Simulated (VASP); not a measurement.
Consider the following.

```xyz
3
Lattice="0.0000 2.7137 2.7137 2.7137 0.0000 2.7137 2.7137 2.7137 0.0000" Properties=species:S:1:pos:R:3 pbc="T T T"
Ca     0.0000     0.0000     0.0000
F      1.3569     1.3569     1.3569
F      4.0706     4.0706     4.0706
```

All values below come from PBEsol GGA, VASP's PBE PAW potentials (set 64) (plane waves; VASP). Settings: 620 eV cut-off, 7×7×7 Γ-centred mesh, Gaussian smearing of 0.050 eV, potentials Ca_sv F.

**Question.** What does the run give for the energy per atom (σ→0)?

**Answer.** 
The energy per atom (σ→0) comes out as -5969 meV/atom.

The compound is CaF2 in the fluorite structure. It was relaxed first.
